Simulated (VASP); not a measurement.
Given:

```yaml
crystal:
  lattice:
    - [2.17221, 1.25413, 7.07996]
    - [-2.17221, 1.25413, 7.07996]
    - [0.00000, -2.50825, 7.07996]
  atoms:
    - { symbol: Al, position: [0.99982, 0.99982, 0.99982] }
    - { symbol: Ga, position: [0.49999, 0.49999, 0.49999] }
    - { symbol: Sb, position: [0.12552, 0.12552, 0.12552] }
    - { symbol: Sb, position: [0.62469, 0.62469, 0.62469] }
```

Computed with PBEsol GGA, VASP's PBE PAW potentials (set 64) (plane waves; VASP). Numerical set-up: 400 eV cut-off, Gaussian smearing of 0.050 eV, potentials Al Ga_d Sb.

Unless said otherwise, spin-orbit coupling is left out, though it shifts the bands of the heavy elements here.

Predict the band gap (along the path) with the smallest direct gap where there is one.

```
Property                               Result
------------------------------------  -------
band gap (along the path)             0.28 eV
smallest direct gap (along the path)  0.28 eV
```

The absolute energy has meaning only against runs of the same code, potentials and settings.

The structure comes from a computed database's AlGaSb2 entry (R3m); how it stands against other phases isn't given here. It was relaxed first.
